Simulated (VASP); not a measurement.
These are PBE0 hybrid, VASP's PBE PAW potentials (set 64) (plane waves; VASP) values and carry that method's errors.

VASP input:

**INCAR**
```
# general
SYSTEM   = BP
PREC     = Accurate
ENCUT    = 400
LREAL    = F   # projection in real space or not
LASPH    = T
ISYM     = 3

# electronic loop
EDIFF    = 1E-04
NELM     = 100
ALGO     = Normal   # blocked Davidson

# smearing
ISMEAR   = 0   # Gaussian
SIGMA    = 0.01

# functional
GGA      = PE
LHFCALC  = T
AEXX     = 0.25
HFRCUT   = -1
PRECFOCK = Fast

# ions
ISIF     = 2

# output
LWAVE    = F
LCHARG   = F
```

**KPOINTS**
```
Automatic
0
gamma
8 8 8
```

**POSCAR**
```
BP
2.2733210
  0.0000000000   1.0000000000   1.0000000000
  1.0000000000   0.0000000000   1.0000000000
  1.0000000000   1.0000000000   0.0000000000
B P
1 1
Cartesian
  0.0000000000   0.0000000000   0.0000000000
  0.5000000000   0.5000000000   0.5000000000
```

POTCAR, in this order: B P (PBE.64 set). Program: vasp_std.

### Question
What will the output report for the number of irreducible k-points (NKPTS), largest plane-wave count, number of space-group operations, FFT grid (NGX, NGY, NGZ)?

### Answer

```
Quantity                                      Result
--------------------------------------  ------------
number of irreducible k-points (NKPTS)            29
largest plane-wave count                         444
number of space-group operations                  24
FFT grid (NGX, NGY, NGZ)                24 × 24 × 24
```

The structure comes from a computed database's BP entry; how it stands against other phases isn't given here. The cell was not relaxed at this level. The run is one of a series of settings (EDIFF = 1E-04 against the base run), some of them coarse on purpose.
